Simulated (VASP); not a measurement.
Given:

```yaml
crystal:
  lattice:
    - [4.35943, 0.00000, 0.00000]
    - [0.00000, 2.88581, 0.00000]
    - [0.00000, 0.00000, 4.45083]
  atoms:
    - { symbol: Pt, position: [0.75000, 0.50000, 0.31250] }
    - { symbol: Pt, position: [0.25000, 0.50000, 0.68750] }
    - { symbol: Au, position: [0.75000, 0.00000, 0.81250] }
    - { symbol: Au, position: [0.25000, 0.00000, 0.18750] }
```

The numbers are results of PBE GGA, VASP's PBE PAW potentials (set 64) (plane waves; VASP 6.6.1), not measurements. Run with 300 eV cut-off, 5×7×5 Γ-centred mesh, Fermi-Dirac smearing of 0.050 eV, potentials Pt Au.

At this cut-off the stress carries a Pulay error, which pulls relaxed volumes low. Unless said otherwise, spin-orbit coupling is left out, though it shifts the bands of the heavy elements here.

Q: Predict the energy per atom (σ→0), pressure, band gap (on the k-mesh) with the smallest direct gap where there is one.

A: 
- band gap (on the k-mesh) = none (metal, semimetal or under 0.01 eV)
- energy per atom (σ→0) = -4.122 eV/atom
- pressure = 558.3 kbar

The structure was generated: PtAu was put into an ordered model structure, which need not be its known phase. The cell was not relaxed at this level. The k-mesh is coarse (spacing up to 0.31 per Å, 2π included), so the numbers may not be converged in it.
